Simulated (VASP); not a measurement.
The system is Ti.

```
CELL_PARAMETERS angstrom
2.95000 0.00000 0.00000
-1.47500 2.55477 0.00000
0.00000 0.00000 4.68000
ATOMIC_POSITIONS crystal
Ti 0.33333 0.66667 0.25000
Ti 0.66667 0.33333 0.75000
```

Base run:

- Program: VASP 6.6.1
- Functional: PBE
- Potentials or basis: VASP PAW PBE potentials, release 64 (Ti_sv)
- Cutoff: 520 eV
- k mesh: 13 × 13 × 7
- Occupations: fermi-dirac, width 0.05 eV
- Spin: no spin polarisation

Its results: band gap on the k mesh none (metal or under the smearing width); pressure -1.8 GPa.

Question: After a change of settings the same cell gave: band gap on the k mesh none (metal or under the smearing width); pressure -6.0 GPa. Which change was it?
A. functional from PBE to PBEsol; potentials or basis from VASP PAW PBE potentials, release 64 (Ti_sv) to VASP PAW PBE potentials, release 64 (Ti); cutoff from 520 eV to 500 eV; valence electrons from 24 to 8
B. functional from PBE to PBEsol; k mesh from 13 × 13 × 7 to 18 × 18 × 10
C. functional from PBE to r2SCAN

Answer: B.

Caveats: the PAW data sets were made with another functional, which shifts forces and pressure a little (some runs).

Not every run made on this cell is shown here.
